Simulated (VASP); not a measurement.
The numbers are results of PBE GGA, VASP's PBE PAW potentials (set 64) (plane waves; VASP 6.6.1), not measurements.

VASP input:

INCAR:
```
SYSTEM = Eu
PREC = Accurate
ENCUT = 750
EDIFF = 1E-6
NELM = 100
ALGO = Normal
LREAL = .FALSE.
LASPH = .TRUE.
ISMEAR = 1
SIGMA = 0.1
GGA = PE
LMAXMIX = 6
LWAVE = .FALSE.
LCHARG = .FALSE.
ISIF = 2
```

File KPOINTS:
```
Automatic mesh
0
G
 10 10 10
```

POSCAR:
```
Eu
1
   -2.2900000000     2.2900000000     2.2900000000
    2.2900000000    -2.2900000000     2.2900000000
    2.2900000000     2.2900000000    -2.2900000000
Eu
1
Direct
  0.0000000000   0.0000000000   0.0000000000
```

POTCAR, in this order: Eu_2 (PBE.64 set). Program: vasp_std.

Output

### OSZICAR
```
       N       E                     dE             d eps       ncg     rms          rms(c)
DAV:   1     0.172426810216E+02    0.17243E+02   -0.44428E+03   752   0.108E+03
DAV:   2    -0.146036756248E+01   -0.18703E+02   -0.18642E+02   992   0.120E+02
DAV:   3    -0.182789090490E+01   -0.36752E+00   -0.33716E+00  1176   0.148E+01
DAV:   4    -0.183042031328E+01   -0.25294E-02   -0.25290E-02  1048   0.165E+00
DAV:   5    -0.183043336942E+01   -0.13056E-04   -0.13056E-04  1192   0.113E-01    0.641E+00
DAV:   6    -0.184199181305E+01   -0.11558E-01   -0.15037E-03  1176   0.405E-01    0.382E+00
DAV:   7    -0.184847879626E+01   -0.64870E-02   -0.37031E-03  1128   0.608E-01    0.561E-02
DAV:   8    -0.184851558329E+01   -0.36787E-04   -0.11638E-04  1248   0.920E-02    0.145E-02
DAV:   9    -0.184852208693E+01   -0.65036E-05   -0.72384E-06  1184   0.222E-02    0.543E-03
DAV:  10    -0.184852188850E+01    0.19843E-06   -0.15728E-06  1024   0.101E-02
   1 F= -.18485219E+01 E0= -.18484159E+01  d E =-.317871E-03
```

File OUTCAR:
```
------------------------ aborting loop because EDIFF is reached ----------------------------------------
  FORCE on cell =-STRESS in cart. coord.  units (eV):
  Direction    XX          YY          ZZ          XY          YZ          ZX
  --------------------------------------------------------------------------------------
  Total       -0.2778625     -0.2778625     -0.2778625      0.0000000     -0.0000000     -0.0000000
  in kB       -9.2677451     -9.2677451     -9.2677451      0.0000000     -0.0000000     -0.0000000
  external PRESSURE =      -9.2677451 kB  Pullay stress =       0.0000000 kB
  volume of cell :       48.04
      direct lattice vectors                 reciprocal lattice vectors
    -2.290000000  2.290000000  2.290000000     0.000000000  0.218340611  0.218340611
     2.290000000 -2.290000000  2.290000000     0.218340611  0.000000000  0.218340611
     2.290000000  2.290000000 -2.290000000     0.218340611  0.218340611  0.000000000
 POSITION                                       TOTAL-FORCE (eV/Angst)
 -----------------------------------------------------------------------------------
      0.00000      0.00000      0.00000        -0.000000      0.000000     -0.000000
 -----------------------------------------------------------------------------------
    total drift:                               -0.000000     -0.000000      0.000000
  FREE ENERGIE OF THE ION-ELECTRON SYSTEM (eV)
  ---------------------------------------------------
  free  energy   TOTEN  =        -1.8485218885 eV

  energy  without entropy=       -1.8482040176  energy(sigma->0) =       -1.84841593
```
(Selected blocks of OUTCAR.)

The 4f electrons are frozen in the core of the lanthanide potential, so 4f levels, which can set the real gap, and their magnetism are missing.

The compound is Eu in the bcc structure. The cell was not relaxed at this level. The run is one of a series of settings (ENCUT = 750 against the base run), some of them coarse on purpose.
